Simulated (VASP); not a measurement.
Here is the system:

```xyz
4
Lattice="3.8289 0.0000 0.0000 -1.9145 3.3159 0.0000 0.0000 0.0000 6.3181" Properties=species:S:1:pos:R:3 pbc="T T T"
Ga     0.0000     2.2106     0.0047
Ga     1.9145     1.1053     3.1637
P      0.0000     2.2106     2.3646
P      1.9145     1.1053     5.5237
```

All values below come from PBEsol GGA, VASP's PBE PAW potentials (set 64) (plane waves; VASP). Numerical set-up: 500 eV cut-off, 7×7×4 Γ-centred mesh, Gaussian smearing of 0.050 eV, potentials Ga_d P.

Task: What does the run give for the energy per atom (σ→0)?

Result: 
```
Quantity                        Value
---------------------  --------------
energy per atom (σ→0)  -4.952 eV/atom
```

Total energies compare only between runs with the same potentials, cut-off and functional.

The structure was generated: GaP was put into the wurtzite type (P6_3mc), which need not be its known phase. It was relaxed first, which changed the volume by +8 %.
